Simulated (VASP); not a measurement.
## A VASP study of CsNaBr2 (PBE + TS): structure first, properties next

What structure does CsNaBr2 take at this level, and what are its properties? The steps: rough relaxation of the start cell, relaxing cell and atoms (PBE + TS), density, ELF and potential (PBE + TS), bands along the symmetry lines (PBE + TS), density of states (PBE + TS), band structure (PBE + TS + SOC), band structure (HSE06), core-level energies (PBE + TS), total energy, forces and stress (PBE + TS) with a changed input and ionic relaxation at fixed cell (PBE + TS) with a changed input. The cell is invented: it takes the structure of a Materials Project entry for NaCl (space group 225 there), with some of its atoms replaced by other elements, volume scaled by an estimate. It may not be a known or stable phase.

Program: VASP 6.6.1. Level of theory: PBE with TS; plane waves and PAW (Cs_sv, Br, Na_pv), in the first sound run; inputs show where later runs differ. Results are calculated unless marked as measured.

The structure was built from a prototype and need not be the compound's stable phase.

**1. Set-up**

Before any relaxation, the start is as follows. It takes space group R-3m (No. 166, trigonal). The conventional cell has a = 4.452 Å, b = 4.452 Å, c = 21.809 Å, α = 90.00°, β = 90.00°, γ = 120.00°. Cs has 6 Br at 3.15 Å nearest. Br has 3 Cs at 3.15 Å and 3 Na at 3.15 Å nearest. Nearest to Na lie 6 Br at 3.15 Å. It derives from NaCl. It takes the structure of a Materials Project entry for NaCl (space group 225 there), with some of its atoms replaced by other elements, volume scaled by an estimate. Farther neighbours and most contacts between anions are not listed.

Structure file:

```
Cs Br Na
1.0
     2.22589    1.28512    7.26972
    -2.22589    1.28512    7.26972
     0.00000   -2.57023    7.26972
Cs Br Na
1 2 1
Direct
  0.00000 0.00000 0.00000
  0.75000 0.75000 0.75000
  0.25000 0.25000 0.25000
  0.50000 0.50000 0.50000
```

**2. Rough relaxation of the start cell**

The start is only an estimate, so a cheap relaxation brings it near a minimum before any careful run. PBE, the usual starting point, adds the gradient of the density. A dispersion term adds the long-range attraction that semilocal functionals lack. The Tkatchenko-Scheffler scheme scales free-atom polarisabilities by Hirshfeld volumes.

Input file INCAR:

```
SYSTEM = CsNaBr2
PREC = Normal
ENCUT = 400
EDIFF = 1E-05
NELM = 60
ISMEAR = -1
SIGMA = 0.05
LREAL = .FALSE.
ALGO = Fast
GGA = PE
IVDW = 20
NBANDS = 21
LORBIT = 11
LWAVE = .FALSE.
LCHARG = .FALSE.
KPAR = 2
IBRION = 2
NSW = 40
ISIF = 3
EDIFFG = -0.04
```

Input file POSCAR:

```
CsNaBr2
1.0
    2.2258880000      1.2851170000      7.2697190000
   -2.2258880000      1.2851170000      7.2697190000
    0.0000000000     -2.5702340000      7.2697190000
Cs Br Na
1 2 1
Direct
    0.0000000000      0.0000000000      0.0000000000
    0.7500000000      0.7500000000      0.7500000000
    0.2500000000      0.2500000000      0.2500000000
    0.5000000000      0.5000000000      0.5000000000
```

Input file KPOINTS:

```
Automatic mesh
0
Gamma
4 4 4
0 0 0
```

PAW data sets: Cs_sv, Br and Na_pv (PBE family, release 64).

Launch:

```
> mpirun -np 2 vasp_std
```

Numbers of over 12 decimals in the logs are rounded to 6 here.

The program printed:

```text
[banner, memory and clock lines left out]
running    2 mpi-ranks, on    1 nodes
 distrk:  each k-point on    1 cores,    2 groups
 distr:  one band on    1 cores,    1 groups

 POSCAR found type information on POSCAR CsBrNa
 POSCAR found :  3 types and       4 ions
 LDA part: xc-table for (Slater+PW92), standard interpolation
 POSCAR, INCAR and KPOINTS ok, starting setup
 FFT: planning ... GRIDC
 FFT: planning ... GRID_SOFT
 FFT: planning ... GRID
 WAVECAR not read
 entering main loop
       N       E                     dE             d eps       ncg     rms          rms(c)
DAV:   1     0.219784031165E+03    0.21978E+03   -0.11774E+04   546   0.108E+03
DAV:   2     0.825085232678E+01   -0.21153E+03   -0.20067E+03   705   0.256E+02
DAV:   3    -0.110414892656E+02   -0.19292E+02   -0.19193E+02   646   0.861E+01
DAV:   4    -0.114406834168E+02   -0.39919E+00   -0.39801E+00   682   0.145E+01
DAV:   5    -0.114483740979E+02   -0.76907E-02   -0.76887E-02   652   0.188E+00    0.330E+00
RMM:   6    -0.110239092642E+02    0.42446E+00   -0.61010E-01   548   0.295E+00    0.182E+00
RMM:   7    -0.109789783603E+02    0.44931E-01   -0.60622E-01   548   0.265E+00    0.988E-01
RMM:   8    -0.109925298165E+02   -0.13551E-01   -0.64258E-02   558   0.145E+00    0.398E-01
RMM:   9    -0.109858247850E+02    0.67050E-02   -0.12043E-02   635   0.634E-01    0.162E-01
RMM:  10    -0.109858172360E+02    0.75489E-05   -0.32685E-03   664   0.268E-01    0.826E-02
RMM:  11    -0.109859484468E+02   -0.13121E-03   -0.51148E-04   568   0.135E-01    0.236E-02
RMM:  12    -0.109859428155E+02    0.56313E-05   -0.14930E-04   566   0.650E-02    0.130E-02
RMM:  13    -0.109859407174E+02    0.20981E-05   -0.25818E-05   467   0.319E-02
 augmentation electrons   30.536757
 total        electrons   30.536757
 augmentation electrons   713.688973738239
 total        electrons   713.688973738239
 augmentation electrons  0.143108
 soft         electrons   30.393651
 total        electrons   30.536759
 translations:           2           2           2
   1 F= -.14631213E+02 E0= -.14631213E+02  d E =-.146312E+02
 curvature:   0.00 expect dE= 0.000E+00 dE for cont linesearch  0.000E+00
 trial: gam= 0.00000 g(F)=  0.318E+00 g(S)=  0.283E-01 ort = 0.000E+00 (trialstep = 0.100E+01)
 search vector abs. value=  0.347E+00
 bond charge predicted
       N       E                     dE             d eps       ncg     rms          rms(c)
DAV:   1    -0.111876974682E+02   -0.20175E+00   -0.24958E+01   571   0.281E+01    0.281E+00
RMM:   2    -0.111365605598E+02    0.51137E-01   -0.98050E-01   583   0.607E+00    0.102E+00
RMM:   3    -0.111201356216E+02    0.16425E-01   -0.23496E-01   624   0.306E+00    0.737E-01
RMM:   4    -0.111167632861E+02    0.33723E-02   -0.31179E-02   618   0.122E+00    0.307E-01
RMM:   5    -0.111168264880E+02   -0.63202E-04   -0.94494E-03   614   0.550E-01    0.630E-02
RMM:   6    -0.111167887494E+02    0.37739E-04   -0.17719E-03   615   0.285E-01    0.538E-02
RMM:   7    -0.111168194084E+02   -0.30659E-04   -0.35628E-04   622   0.121E-01    0.295E-02
RMM:   8    -0.111168078576E+02    0.11551E-04   -0.13216E-04   527   0.631E-02    0.117E-02
RMM:   9    -0.111168065137E+02    0.13439E-05   -0.17241E-05   374   0.319E-02
 augmentation electrons   30.313897
 total        electrons   30.313897
 augmentation electrons   560.824617210739
 total        electrons   560.824617210739
 augmentation electrons -7.761370865729764E-002
 soft         electrons   30.391512
 total        electrons   30.313898
 translations:           2           2           2
   2 F= -.15011038E+02 E0= -.15011038E+02  d E =-.379825E+00
[... from here on, the cycles between the ionic steps are left out ...]
   3 F= -.15880556E+02 E0= -.15880556E+02  d E =-.124934E+01
   4 F= -.13793834E+02 E0= -.13793834E+02  d E =0.837379E+00
   5 F= -.15969453E+02 E0= -.15969453E+02  d E =-.133824E+01
   6 F= -.16037721E+02 E0= -.16037721E+02  d E =-.140651E+01
   7 F= -.16032762E+02 E0= -.16032762E+02  d E =-.140155E+01
   8 F= -.16139243E+02 E0= -.16139243E+02  d E =-.106481E+00
   9 F= -.16140185E+02 E0= -.16140185E+02  d E =-.107423E+00
  10 F= -.16131716E+02 E0= -.16131716E+02  d E =-.989534E-01
  11 F= -.16206612E+02 E0= -.16206612E+02  d E =-.748966E-01
  12 F= -.16231782E+02 E0= -.16231782E+02  d E =-.100066E+00
  13 F= -.16238828E+02 E0= -.16238828E+02  d E =-.107113E+00
  14 F= -.16242314E+02 E0= -.16242314E+02  d E =-.110598E+00
  15 F= -.16208300E+02 E0= -.16208300E+02  d E =0.340138E-01
  16 F= -.16237854E+02 E0= -.16237854E+02  d E =0.445953E-02
  17 F= -.16239007E+02 E0= -.16239007E+02  d E =0.330643E-02
 curvature:  -0.43 expect dE=-0.133E-02 dE for cont linesearch -0.191E-05
 trial: gam= 0.22224 g(F)=  0.191E-02 g(S)=  0.116E-02 ort =-0.276E-03 (trialstep = 0.187E+01)
 search vector abs. value=  0.379E-02
 bond charge predicted
       N       E                     dE             d eps       ncg     rms          rms(c)
DAV:   1    -0.110091139462E+02    0.19050E-01   -0.91846E-01   551   0.485E+00    0.406E-01
RMM:   2    -0.110100355383E+02   -0.92159E-03   -0.33292E-02   556   0.997E-01    0.131E-01
RMM:   3    -0.110097396333E+02    0.29591E-03   -0.39014E-03   610   0.428E-01    0.971E-02
RMM:   4    -0.110096661057E+02    0.73528E-04   -0.99862E-04   631   0.192E-01    0.416E-02
RMM:   5    -0.110096768157E+02   -0.10710E-04   -0.15189E-04   610   0.861E-02    0.139E-02
RMM:   6    -0.110096790026E+02   -0.21869E-05   -0.22547E-05   407   0.316E-02
 augmentation electrons   30.286406
 total        electrons   30.286406
 augmentation electrons   504.962379458623
 total        electrons   504.962379458623
 augmentation electrons -9.599638314022102E-002
 soft         electrons   30.382406
 total        electrons   30.286409
 translations:           2           2           2
  18 F= -.16241838E+02 E0= -.16241838E+02  d E =-.283076E-02
 trial-energy change:   -0.002831  1 .order   -0.003243   -0.005608   -0.000877
 step:   2.2134(harm=  2.2134)  dis= 0.02086  next Energy=   -16.242332 (dE=-0.332E-02)
 reached required accuracy - stopping structural energy minimisation
```

Elapsed: 2.2 min, on 2 MPI ranks of Intel Xeon 6975P-C (Granite Rapids), shared host; peak memory 0.53 GiB.

The logs omit lines about the potential files and the build; timing stands in the text.

OUTCAR, selected parts (step 2):

```text
ion  position               nearest neighbor table
   1  0.000  0.000  0.000-
   2  0.750  0.750  0.750-
   3  0.250  0.250  0.250-
   4  0.500  0.500  0.500-

  LATTYP: Found a trigonal (rhomboedric) cell.
 ALAT       =     7.7107014876
 COS(alpha) =     0.8333333018

 Subroutine GETGRP returns: Found 12 space group operations
 (whereof 12 operations were pure point group operations)

The static configuration has the point symmetry D_3d.

 Found     13 irreducible k-points:

   k-points           NKPTS =     13   k-points in BZ     NKDIM =     13   number of bands    NBANDS=     21

   dimension x,y,z NGX =    40 NGY =   40 NGZ =   40
   dimension x,y,z NGXF=    80 NGYF=   80 NGZF=   80

   ENCUT  =  400.0 eV  29.40 Ry    5.42 a.u.  12.57 12.57 12.57*2*pi/ulx,y,z

   NELECT =      30.0000    total number of electrons

 k-points in reciprocal lattice and weights: Automatic mesh
   0.00000000  0.00000000  0.00000000       0.016
   0.25000000 -0.00000000  0.00000000       0.094
   0.50000000 -0.00000000  0.00000000       0.047
   0.25000000  0.25000000  0.00000000       0.094
   0.50000000  0.25000000  0.00000000       0.188
  -0.25000000  0.25000000  0.00000000       0.094
   0.50000000  0.50000000  0.00000000       0.047
   0.25000000  0.25000000  0.25000000       0.031
   0.50000000  0.25000000  0.25000000       0.094
  -0.25000000  0.25000000  0.25000000       0.094
   0.50000000  0.50000000  0.25000000       0.094
  -0.25000000  0.50000000  0.25000000       0.094
   0.50000000  0.50000000  0.50000000       0.016

 average (electrostatic) potential at core
       1 -48.5202       2 -62.4176       3 -62.4176       4 -45.9353

 E-fermi :   2.2116

 k-point     1 :       0.0000    0.0000    0.0000
  band No.  band energies     occupation
    ...
     11       0.6716      2.00000
     12       0.6716      2.00000
     13       0.9722      2.00000
     14       1.0725      2.00000
     15       1.0725      2.00000
     16       5.1883      0.00000
     17       6.7576      0.00000
     18       7.8014      0.00000
     19       7.8014      0.00000
     20       7.8508      0.00000
    ...

 k-point     2 :       0.2500   -0.0000    0.0000
  band No.  band energies     occupation
    ...
     11      -0.1054      2.00000
     12       0.0293      2.00000
     13       0.4241      2.00000
     14       0.5808      2.00000
     15       0.9036      2.00000
     16       5.9019      0.00000
     17       7.3153      0.00000
     18       8.1495      0.00000
     19       8.9739      0.00000
     20       9.2561      0.00000
    ...

 k-point     3 :       0.5000   -0.0000    0.0000
  band No.  band energies     occupation
    ...
     11      -0.8879      2.00000
     12      -0.3152      2.00000
     13       0.1777      2.00000
     14       0.6698      2.00000
     15       0.7639      2.00000
     16       5.2568      0.00000
     17       7.4126      0.00000
     18       8.2193      0.00000
     19       9.2119      0.00000
     20       9.3434      0.00000
    ...

  Hirshfeld charges:
            ion         q(e)
   ------------------------------
      1     Cs       0.22848169
      2     Br      -0.18550292
      3     Br      -0.18550292
      4     Na       0.14252414

  Number of pair interactions contributing to vdW energy:   48946

  Edisp (eV):   -5.23216

  Total      -0.07539    -0.07539     0.02984     0.00000    -0.00000     0.00000
  in kB      -1.13086    -1.13086     0.44763     0.00000    -0.00000     0.00000
  external pressure =       -0.60 kB  Pullay stress =        0.00 kB

  energy-cutoff  :      400.00
  volume of cell :      106.80
      direct lattice vectors                 reciprocal lattice vectors
     1.979692749  1.142976117  7.866871720     0.252564445  0.145818153  0.042371777
    -1.979692749  1.142976117  7.866871720    -0.252564445  0.145818153  0.042371777
     0.000000000 -2.285952234  7.866871720     0.000000000 -0.291636307  0.042371777

 POSITION                                       TOTAL-FORCE (eV/Angst)
 -----------------------------------------------------------------------------------
     -0.00000     -0.00000      0.00000         0.000000      0.000000      0.000000
      0.00000      0.00000     18.12920         0.000000      0.000000     -0.021195
      0.00000      0.00000      5.47142         0.000000      0.000000      0.021195
      0.00000      0.00000     11.80031         0.000000     -0.000000      0.000000
 -----------------------------------------------------------------------------------
    total drift:                                0.000000      0.000000     -0.000000

  FREE ENERGIE OF THE ION-ELECTRON SYSTEM (eV)
  ---------------------------------------------------
  free  energy   TOTEN  =       -16.2418381719 eV

  energy  without entropy=      -16.2418381719  energy(sigma->0) =      -16.24183817

 reached required accuracy - stopping structural energy minimisation

 total charge
# of ion       s       p       d       tot
------------------------------------------
    1        1.848   4.713   0.069   6.629
    2        1.605   3.356   0.006   4.967
    3        1.605   3.356   0.006   4.967
    4        0.064   6.002   0.000   6.065
--------------------------------------------------
tot          5.122  17.426   0.081  22.629

[... 3 further parts left out ...]
```

The gap is read on the k-mesh alone, so it is an upper bound where the band edges lie off the mesh, and a coarse mesh can show a gap where there is none. Plain TS starts from free neutral atoms, whose polarisability is far too large for alkali and alkaline-earth ions, so it can overbind such cells badly. This relaxation is a rough one on cheap settings, only to bring the start near its minimum. After so large a change of volume the plane waves of the start cell no longer fit, so the final stress carries a basis-set error. The run keeps the 12 symmetry operations of its start, so it cannot find a distortion of lower symmetry.

The steps of the relaxation:

```tsv
step	energy less that of the first step (eV)	largest force (eV/Å)	pressure (GPa)	volume (Å³)
1	0.0000	1.8162	-1.03	124.77
2	-0.3798	1.5987	-1.64	121.18
3	-1.2493	0.4808	-2.02	110.78
4	0.8374	5.1685	16.62	91.60
5	-1.3382	0.2326	-1.71	108.69
6	-1.4065	0.3876	-0.82	105.20
7	-1.4015	0.1947	-1.15	106.21
8	-1.5080	0.4550	2.63	99.55
9	-1.5090	0.4153	1.92	100.45
10	-1.5005	0.3571	0.93	101.76
11	-1.5754	0.2889	0.67	103.63
12	-1.6006	0.2484	0.57	104.59
13	-1.6076	0.1834	0.88	106.38
14	-1.6111	0.2176	0.79	105.47
15	-1.5771	0.0371	-1.53	109.97
16	-1.6066	0.1403	-0.38	107.41
17	-1.6078	0.1406	-0.27	107.21
18	-1.6106	0.0212	-0.06	106.80
```

```tsv
conventional cell, symmetrised	before	after	change
a (Å)	4.452	3.959	-11.1 %
b (Å)	4.452	3.959	-11.1 %
c (Å)	21.809	23.601	+8.2 %
volume (Å³/atom)	31.19	26.70	-14.4 %
```

The atoms that moved most (Å, as changes of fractional coordinates times the final cell):

```tsv
atom	dx	dy	dz	length
Br3	0.000	0.000	-0.429	0.429
Br2	0.000	0.000	0.429	0.429
```

Final coordinates:

```xyz
4
Lattice="1.9797 1.1430 7.8669 -1.9797 1.1430 7.8669 0.0000 -2.2860 7.8669" Properties=species:S:1:pos:R:3 pbc="T T T"
Cs    0.0000    0.0000    0.0000
Br    0.0000    0.0000   18.1292
Br    0.0000    0.0000    5.4714
Na    0.0000    0.0000   11.8003
```

This step gave:

```yaml
electrons: 30
bands: 21
irreducible_k_points: 13
symmetry_operations: 12
free_energy_toten: -16.24 eV
fermi_energy: 2.212 eV
pressure: -0.06047 GPa
metallic_judged_on_the_points_sampled: no
valence_top_at_k: 0, 0, 0
conduction_bottom_at_k: 0.5, 0.5, 0
least_direct_gap_at_k: 0, 0, 0
scf_cycles_over_all_ionic_steps: 148
gap_on_the_k_mesh: 3.927 eV
least_direct_gap_on_the_k_mesh: 4.116 eV
```

It ends with a largest force of 0.021 eV/Å and a pressure of -0.06 GPa.

(Part 1 of 6 ends here.)

[Lines on the potential files, build, host, timing and source positions are cut from VASP's logs without a mark.]

[Logs are printed without paths, hosts, clocks, repeated set-up lines and the standing remarks that a program may print on its own settings, such as how far it seeks lower states.]

[Hosts, paths, dates, database ids (printed as entryN), source tags and the programs' standing remarks are cut or masked in the printed files.]

[A measured line is paired with the nearest computed mode of its activity, which favours agreement.]

[In band tables of VASP the shares of atoms and orbitals are scaled to a sum of 1 inside the atoms' spheres.]
